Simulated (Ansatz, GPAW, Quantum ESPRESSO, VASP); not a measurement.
**One structure in several programs: BaF2 (Fm-3m, 3 atoms in the cell)**

Self-consistent single point.

```
CELL_PARAMETERS angstrom
      0.00000     3.10000     3.10000
      3.10000     0.00000     3.10000
      3.10000     3.10000     0.00000
ATOMIC_POSITIONS crystal
  Ba 0.00000 0.00000 0.00000
  F  0.25000 0.25000 0.25000
  F  0.75000 0.75000 0.75000
```

Shared settings, as Ansatz (a first-principles code) writes them: kpoints.mp_grid.grid = 6 6 6; scf.occupations.method = fermi_dirac; scf.occupations.width = 0.01 eV. Potentials and cutoffs stand in the table.

```
code                                                              model  pressure (GPa)  gap on the mesh (eV)   cutoff
----------------  -----------------------------------------------------  --------------  --------------------  -------
GPAW              PBEsol, GPAW PAW datasets PBEsol (made by gpaw-setup)               –                 6.668   950 eV
VASP                         PBEsol, VASP's PBE PAW potentials (set 64)           -6.75                 6.663   400 eV
Quantum ESPRESSO   PBEsol, SSSP 1.1.2 efficiency (PBE) pseudopotentials           -1.17                 6.647    45 Ry
Ansatz                          PBEsol, default PAW files made with PBE           -2.18                 6.723  default
```

A dash marks a value that a program does not give, or that is left out as unsure.

Gaps are read on the mesh.

The spread over the programs that give each value: pressure within 5.58 GPa; gap on the mesh within 0.076 eV.

Ansatz's pressure is given at a fixed set of plane waves, as the other plane-wave codes print theirs; with its correction for the finite basis it is -1.75 GPa (the shift of 0.43 GPa shows how far the cutoff is from converged). The pressure of GPAW is left out: its cutoff lies under the one at which its stress was checked.

VASP's run is marked for a possible Pulay error in its stress at this cutoff; no cutoff test was made.

The starting cell has typed, rounded lattice constants, without a prior relaxation at this level.

Left out of this page: ABINIT, CP2K, FLEUR and SIESTA (not drawn, or without a comparable value); Elk (unsound by tests on forces, stress, charge or solver warnings).

Keys are those of Ansatz 0.2.
